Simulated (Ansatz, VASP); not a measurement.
TaRu in VASP and in Ansatz

File INCAR:

```
  PREC = Accurate
  ENCUT = 520
  EDIFF = 1E-6
  ISMEAR = 0
  SIGMA = 0.1
  LREAL = F
  LASPH = T
  NELM = 80
  ALGO = Normal
  ISIF = 2
  LWAVE = F
  LCHARG = F
  GGA = CA
  NBANDS = 20
```

The input KPOINTS:

```
Automatic mesh
0
Gamma
  6 6 6
```

POSCAR

```
TaRu
1.0
    3.1870000000      0.0000000000      0.0000000000
    0.0000000000      3.1870000000      0.0000000000
    0.0000000000      0.0000000000      3.1870000000
Ta Ru
1 1
Direct
    0.5000000000      0.5000000000      0.5000000000
    0.0000000000      0.0000000000      0.0000000000
```

Input for Ansatz:

```yaml
crystal:
  lattice:
    - [3.187, 0.0, 0.0]
    - [0.0, 3.187, 0.0]
    - [0.0, 0.0, 3.187]
  atoms:
    - { symbol: Ta, position: [0.5, 0.5, 0.5] }
    - { symbol: Ru, position: [0.0, 0.0, 0.0] }
basis:
  ecutwfc: 420
kpoints:
  mp_grid: { grid: [6, 6, 6] }
hamiltonian:
  xc: lda
scf:
  occupations: { method: gaussian, width: 0.1 }
output:
  forces: true
  stress: true
  eigenvalues: true
```

Alike in both runs: task single point; functional LDA; k mesh 6 × 6 × 6; occupations gaussian, width 0.1 eV; no spin polarisation.

```csv
,VASP,Ansatz
version,VASP 6.6.1,Ansatz 0.2.0
potentials or method,"VASP PAW LDA potentials, release 64 (Ta_pv, Ru_pv)","scalar-relativistic, plane waves, PAW"
plane-wave cutoff (eV),520,420
valence electrons in the cell,25,29
```

Ansatz gave:

| Quantity | Value |
| --- | --- |
| gap on the k mesh at the Fermi level (eV) | none |
| pressure (GPa) | -16.2 |

Problem. Estimate VASP's values.

Solution. gap on the k mesh at the Fermi level (eV): none; pressure (GPa): -15.3.

A gap of «none» marks a metal or a gap that the smearing closes. The two sets of potentials don't hold the same shells in valence.

Caveats: so large a pressure means that the cell lies far from this level's equilibrium, or that cutoff or potentials fall short (VASP). The runs have no spin-orbit coupling, so splittings on Ta are missing.
